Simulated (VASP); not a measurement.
Calculation: PBE GGA, VASP's PBE PAW potentials (set 64) (plane waves; VASP).

A VASP calculation is set up with these files.

INCAR:
```
SYSTEM = Bi2Te3
PREC = Accurate
ENCUT = 400
EDIFF = 1E-6
NELM = 100
ALGO = Normal
LREAL = .FALSE.
LASPH = .TRUE.
ISMEAR = 0
SIGMA = 0.05
GGA = PE
LMAXMIX = 4
LWAVE = .FALSE.
LCHARG = .FALSE.
IBRION = 2
ISIF = 3
NSW = 60
EDIFFG = -0.02
```

**KPOINTS**
```
Automatic mesh
0
Gamma
5 5 5
0 0 0
```

File POSCAR:
```
Bi2Te3
1.0
 10.3902550619  -2.2298827024  -0.0047202016
 10.3902550619   2.2298827024  -0.0047202016
  9.9134338352   0.0000000000   3.8280042427
Bi Te
2 3
Cartesian
 12.2598880130   0.0000000000   1.5252248165
 18.4340559460   0.0000000000   2.2933390230
  0.0000000000   0.0000000000   0.0000000000
  6.4981411671  -0.0000000000   0.8084189806
 24.1958027919  -0.0000000000   3.0101448589
```

POTCAR, in this order: Bi_d Te (PBE.64 set). Program: vasp_std.

Output of the run:

### OUTCAR
```
 ion  position               nearest neighbor table
   1  0.399  0.399  0.399-   5 3.10   5 3.10   5 3.10   3 3.29   3 3.29   3 3.29
   2  0.601  0.601  0.601-   4 3.10   4 3.10   4 3.10   3 3.29   3 3.29   3 3.29
   3  0.000  0.000  0.000-   2 3.29   2 3.29   1 3.29   1 3.29   2 3.29   1 3.29
   4  0.212  0.212  0.212-   2 3.10   2 3.10   2 3.10
   5  0.788  0.788  0.788-   1 3.10   1 3.10   1 3.10
  LATTYP: Found a trigonal (rhomboedric) cell.
 ALAT       =    10.6268433412
 COS(alpha) =     0.9119385972
 Subroutine PRICEL returns:
 Original cell was already a primitive cell.
 Subroutine GETGRP returns: Found 12 space group operations
The static configuration has the point symmetry D_3d.
The dynamic configuration has the point symmetry D_3d.
 Subroutine INISYM returns: Found 12 space group operations
 Subroutine IBZKPT returns following result:
 Found     19 irreducible k-points:

 Following reciprocal coordinates:
            Coordinates               Weight
  0.000000  0.000000  0.000000      1.000000
  0.200000  0.000000  0.000000      6.000000
  0.400000  0.000000 -0.000000      6.000000
  0.200000  0.200000 -0.000000      6.000000
  0.400000  0.200000  0.000000     12.000000
...
```

**OSZICAR**
```
...
DAV:   5    -0.183944093225E+02   -0.37598E-05   -0.15886E-04  1324   0.988E-02    0.168E-02
DAV:   6    -0.183944104686E+02   -0.11461E-05   -0.12480E-05  1372   0.272E-02    0.148E-02
DAV:   7    -0.183944109342E+02   -0.46559E-06   -0.15183E-06   652   0.115E-02
   5 F= -.18394411E+02 E0= -.18394411E+02  d E =-.207281E-02
       N       E                     dE             d eps       ncg     rms          rms(c)
DAV:   1    -0.184108293535E+02   -0.16419E-01   -0.26518E+00  1064   0.939E+00    0.994E-01
DAV:   2    -0.184026991924E+02    0.81302E-02   -0.12455E-01  1468   0.302E+00    0.543E-01
DAV:   3    -0.183963343684E+02    0.63648E-02   -0.68035E-03  1252   0.554E-01    0.345E-01
DAV:   4    -0.183941604822E+02    0.21739E-02   -0.36662E-03  1588   0.484E-01    0.582E-02
DAV:   5    -0.183941644211E+02   -0.39389E-05   -0.55510E-04  1360   0.174E-01    0.334E-02
DAV:   6    -0.183941682534E+02   -0.38323E-05   -0.48063E-05  1408   0.518E-02    0.296E-02
DAV:   7    -0.183941691075E+02   -0.85407E-06   -0.66151E-06  1156   0.221E-02
   6 F= -.18394169E+02 E0= -.18394169E+02  d E =-.183098E-02
       N       E                     dE             d eps       ncg     rms          rms(c)
DAV:   1    -0.184007087938E+02   -0.65405E-02   -0.91662E-01  1064   0.559E+00    0.577E-01
DAV:   2    -0.183976700349E+02    0.30388E-02   -0.40629E-02  1292   0.169E+00    0.317E-01
DAV:   3    -0.183954491627E+02    0.22209E-02   -0.32901E-03  1300   0.391E-01    0.196E-01
DAV:   4    -0.183947409616E+02    0.70820E-03   -0.11605E-03  1516   0.309E-01    0.370E-02
DAV:   5    -0.183947447065E+02   -0.37449E-05   -0.27389E-04  1320   0.147E-01    0.192E-02
DAV:   6    -0.183947453250E+02   -0.61849E-06   -0.24770E-05  1352   0.435E-02    0.177E-02
DAV:   7    -0.183947446363E+02    0.68870E-06   -0.21959E-06   732   0.138E-02
   7 F= -.18394745E+02 E0= -.18394745E+02  d E =-.240651E-02
       N       E                     dE             d eps       ncg     rms          rms(c)
DAV:   1    -0.183982267795E+02   -0.34815E-02   -0.30423E-01  1432   0.407E+00    0.313E-01
DAV:   2    -0.183963815807E+02    0.18452E-02   -0.90822E-03  1204   0.925E-01    0.140E-01
DAV:   3    -0.183958097991E+02    0.57178E-03   -0.16798E-03  1336   0.430E-01    0.718E-02
DAV:   4    -0.183957586662E+02    0.51133E-04   -0.20401E-04  1488   0.120E-01    0.247E-02
DAV:   5    -0.183957527749E+02    0.58913E-05   -0.21802E-05  1332   0.394E-02    0.164E-02
DAV:   6    -0.183957503975E+02    0.23774E-05   -0.62601E-06  1124   0.236E-02    0.367E-03
DAV:   7    -0.183957508476E+02   -0.45011E-06   -0.12765E-06   572   0.150E-02
   8 F= -.18395751E+02 E0= -.18395751E+02  d E =-.100621E-02
       N       E                     dE             d eps       ncg     rms          rms(c)
DAV:   1    -0.184098487935E+02   -0.14098E-01   -0.15584E+00  1436   0.930E+00    0.703E-01
DAV:   2    -0.184005610637E+02    0.92877E-02   -0.46069E-02  1200   0.208E+00    0.315E-01
DAV:   3    -0.183976767798E+02    0.28843E-02   -0.83822E-03  1340   0.951E-01    0.163E-01
DAV:   4    -0.183974186595E+02    0.25812E-03   -0.10199E-03  1440   0.265E-01    0.566E-02
DAV:   5    -0.183973946531E+02    0.24006E-04   -0.10302E-04  1464   0.858E-02    0.371E-02
DAV:   6    -0.183973888149E+02    0.58383E-05   -0.31268E-05  1408   0.536E-02    0.795E-03
DAV:   7    -0.183973898020E+02   -0.98716E-06   -0.65219E-06  1128   0.311E-02
   9 F= -.18397390E+02 E0= -.18397390E+02  d E =-.264517E-02
       N       E                     dE             d eps       ncg     rms          rms(c)
DAV:   1    -0.184477116932E+02   -0.50323E-01   -0.62992E+00  1436   0.190E+01    0.140E+00
DAV:   2    -0.184111734348E+02    0.36538E-01   -0.18241E-01  1192   0.419E+00    0.625E-01
DAV:   3    -0.183997477290E+02    0.11426E-01   -0.32868E-02  1328   0.187E+00    0.323E-01
DAV:   4    -0.183986688530E+02    0.10789E-02   -0.41510E-03  1420   0.529E-01    0.115E-01
DAV:   5    -0.183985785183E+02    0.90335E-04   -0.35711E-04  1384   0.160E-01    0.719E-02
DAV:   6    -0.183985641855E+02    0.14333E-04   -0.12846E-04  1348   0.109E-01    0.165E-02
DAV:   7    -0.183985657657E+02   -0.15802E-05   -0.24663E-05  1228   0.589E-02    0.743E-03
DAV:   8    -0.183985665482E+02   -0.78251E-06   -0.21098E-06   720   0.107E-02
  10 F= -.18398567E+02 E0= -.18398567E+02  d E =-.382191E-02
       N       E                     dE             d eps       ncg     rms          rms(c)
DAV:   1    -0.183986935912E+02   -0.12783E-03   -0.16979E-01  1064   0.220E+00    0.109E-01
DAV:   2    -0.183992862183E+02   -0.59263E-03   -0.68782E-03  1452   0.605E-01    0.641E-02
DAV:   3    -0.183992487208E+02    0.37498E-04   -0.11322E-04  1260   0.941E-02    0.468E-02
DAV:   4    -0.183992256186E+02    0.23102E-04   -0.51283E-05  1296   0.721E-02    0.218E-02
DAV:   5    -0.183992246335E+02    0.98504E-06   -0.15163E-05  1400   0.319E-02    0.754E-03
DAV:   6    -0.183992247525E+02   -0.11895E-06   -0.26490E-06   812   0.160E-02
  11 F= -.18399225E+02 E0= -.18399225E+02  d E =-.658204E-03
       N       E                     dE             d eps       ncg     rms          rms(c)
DAV:   1    -0.183962580696E+02    0.29666E-02   -0.11878E+00  1064   0.580E+00    0.292E-01
DAV:   2    -0.184003003208E+02   -0.40423E-02   -0.47206E-02  1388   0.159E+00    0.168E-01
DAV:   3    -0.184000565222E+02    0.24380E-03   -0.98076E-04  1276   0.265E-01    0.122E-01
DAV:   4    -0.183998926296E+02    0.16389E-03   -0.35081E-04  1296   0.184E-01    0.574E-02
DAV:   5    -0.183998797889E+02    0.12841E-04   -0.94941E-05  1460   0.816E-02    0.201E-02
DAV:   6    -0.183998790336E+02    0.75530E-06   -0.19738E-05  1316   0.422E-02    0.966E-03
DAV:   7    -0.183998794841E+02   -0.45052E-06   -0.55141E-06  1128   0.198E-02
  12 F= -.18399879E+02 E0= -.18399879E+02  d E =-.131294E-02
       N       E                     dE             d eps       ncg     rms          rms(c)
DAV:   1    -0.183998557034E+02    0.23330E-04   -0.10238E-02  1064   0.543E-01    0.264E-02
DAV:   2    -0.183998904517E+02   -0.34748E-04   -0.41581E-04  1404   0.150E-01    0.158E-02
DAV:   3    -0.183998883093E+02    0.21424E-05   -0.84299E-06  1244   0.242E-02    0.114E-02
DAV:   4    -0.183998865312E+02    0.17781E-05   -0.26284E-06   660   0.178E-02    0.560E-03
DAV:   5    -0.183998860067E+02    0.52452E-06   -0.13452E-06   532   0.101E-02
  13 F= -.18399886E+02 E0= -.18399886E+02  d E =-.131946E-02
       N       E                     dE             d eps       ncg     rms          rms(c)
DAV:   1    -0.183998295483E+02    0.56983E-04   -0.89249E-02  1172   0.155E+00    0.375E-02
DAV:   2    -0.184001548722E+02   -0.32532E-03   -0.35749E-03  1512   0.425E-01    0.321E-02
DAV:   3    -0.184001408898E+02    0.13982E-04   -0.65285E-05  1256   0.744E-02    0.241E-02
DAV:   4    -0.184001343589E+02    0.65309E-05   -0.11779E-05  1248   0.331E-02    0.145E-02
DAV:   5    -0.184001307019E+02    0.36570E-05   -0.13708E-05   948   0.432E-02    0.387E-03
DAV:   6    -0.184001305945E+02    0.10743E-06   -0.11718E-06   564   0.985E-03
  14 F= -.18400131E+02 E0= -.18400131E+02  d E =-.244588E-03
       N       E                     dE             d eps       ncg     rms          rms(c)
DAV:   1    -0.183977930283E+02    0.23377E-02   -0.80541E-01  1172   0.469E+00    0.115E-01
DAV:   2    -0.184007418595E+02   -0.29488E-02   -0.32473E-02  1512   0.126E+00    0.956E-02
DAV:   3    -0.184006135860E+02    0.12827E-03   -0.61190E-04  1256   0.229E-01    0.703E-02
DAV:   4    -0.184005583651E+02    0.55221E-04   -0.10628E-04  1392   0.982E-02    0.416E-02
DAV:   5    -0.184005301050E+02    0.28260E-04   -0.11122E-04  1340   0.120E-01    0.134E-02
DAV:   6    -0.184005299983E+02    0.10667E-06   -0.64818E-06  1080   0.202E-02
  15 F= -.18400530E+02 E0= -.18400530E+02  d E =-.643992E-03
```

**OUTCAR**
```
------------------------ aborting loop because EDIFF is reached ----------------------------------------
  FORCE on cell =-STRESS in cart. coord.  units (eV):
  Direction    XX          YY          ZZ          XY          YZ          ZX
  --------------------------------------------------------------------------------------
  Total        0.0062382      0.0274618      0.0271334      0.0000000      0.0000000     -0.0026404
  in kB        0.0549992      0.2421158      0.2392198      0.0000000      0.0000000     -0.0232788
  external PRESSURE =       0.1787782 kB  Pullay stress =       0.0000000 kB
  volume of cell :      181.73
      direct lattice vectors                 reciprocal lattice vectors
    10.710784571 -2.221102493  0.040264491     0.047152222 -0.225113430 -0.125105097
    10.710784571  2.221102493  0.040264491     0.047152222  0.225113430 -0.125105097
    10.235840817  0.000000000  3.857897495    -0.000984246  0.000000000  0.261819965
 POSITION                                       TOTAL-FORCE (eV/Angst)
 -----------------------------------------------------------------------------------
     12.58641      0.00000      1.56585        -0.012175     -0.000000     -0.001515
     19.07100      0.00000      2.37258         0.012175      0.000000      0.001515
      0.00000      0.00000      0.00000         0.000000      0.000000      0.000000
      6.80618      0.00000      0.84674        -0.005314     -0.000000     -0.000661
     24.85123      0.00000      3.09168         0.005314      0.000000      0.000661
 -----------------------------------------------------------------------------------
    total drift:                               -0.000000     -0.000000     -0.000000
  FREE ENERGIE OF THE ION-ELECTRON SYSTEM (eV)
  ---------------------------------------------------
  free  energy   TOTEN  =       -18.4005299983 eV

  energy  without entropy=      -18.4005299983  energy(sigma->0) =      -18.40053000

 reached required accuracy - stopping structural energy minimisation
```
(Selected blocks of OUTCAR.)

File CONTCAR:
```
Bi2Te3
   1.00000000000000
    10.7107845711521925   -2.2211024926601781    0.0402644908474538
    10.7107845711521925    2.2211024926601781    0.0402644908474538
    10.2358408173626305    0.0000000000000001    3.8578974950400835
  Bi              Te
     2     3
Direct
     0.3975819002931822    0.3975819002931822    0.3975819003013554
     0.6024180997068178    0.6024180997068178    0.6024180996986446
     0.0000000000000000    0.0000000000000000    0.0000000000000000
     0.2149949670012312    0.2149949670012312    0.2149949669899810
     0.7850050329987690    0.7850050329987690    0.7850050330100188
```

Energy and stress use the plane-wave basis of the starting cell. Without a dispersion term in the relaxation, distances and binding between the weakly bound layers, chains or molecules are unreliable, and so is what depends on them.

The compound is Bi2Te3 in the tetradymite structure. This run relaxes it. Symmetry was kept, so distortions that lower it aren't found. The start is the result of an earlier pass.
